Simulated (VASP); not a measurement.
OSZICAR of a VASP run on TiO₂ (rutile):

OSZICAR:
```
       N       E                     dE             d eps       ncg     rms          rms(c)
DAV:   1     0.730850563435E+03    0.73085E+03   -0.27909E+04  1680   0.228E+03
DAV:   2     0.691661846426E+02   -0.66168E+03   -0.64157E+03  1728   0.625E+02
DAV:   3    -0.646501901899E+02   -0.13382E+03   -0.13014E+03  2604   0.232E+02
DAV:   4    -0.708833966289E+02   -0.62332E+01   -0.62222E+01  2248   0.547E+01
DAV:   5    -0.711352269958E+02   -0.25183E+00   -0.25177E+00  2400   0.912E+00    0.324E+01
DAV:   6    -0.541741139337E+02    0.16961E+02   -0.11951E+02  2048   0.104E+02    0.121E+01
DAV:   7    -0.538120727911E+02    0.36204E+00   -0.17383E+01  2068   0.332E+01    0.794E+00
DAV:   8    -0.539214028126E+02   -0.10933E+00   -0.53724E+00  2068   0.210E+01    0.489E+00
DAV:   9    -0.536530991379E+02    0.26830E+00   -0.23619E+00  2096   0.134E+01    0.118E+00
DAV:  10    -0.536612321762E+02   -0.81330E-02   -0.10617E-01  2048   0.271E+00    0.191E-01
DAV:  11    -0.536615652295E+02   -0.33305E-03   -0.62768E-03  2244   0.516E-01    0.126E-01
DAV:  12    -0.536614274013E+02    0.13783E-03   -0.89314E-04  2212   0.211E-01    0.546E-02
DAV:  13    -0.536613913061E+02    0.36095E-04   -0.12163E-04  2376   0.745E-02    0.103E-02
DAV:  14    -0.536613915498E+02   -0.24377E-06   -0.54803E-06  1772   0.196E-02
   1 F= -.51709517E+02 E0= -.51709517E+02  d E =-.517095E+02
```

### Question
Which electronic solver shows in the log?

### Answer
It is blocked Davidson (ALGO = Normal, or the opening steps of other solvers). The INCAR had ALGO = Normal.

### Question
Can the final energy be trusted as converged?

### Answer
Self-consistency was reached. It stopped with EDIFF = 1E-6, NELM = 100, NSW = 40 and EDIFFG = -0.02 after 1 ionic step (PBE GGA, plane waves, VASP's PBE PAW potentials (set 64)).

The compound is TiO2 in the rutile structure. It was relaxed first under an external pressure of 5 GPa.
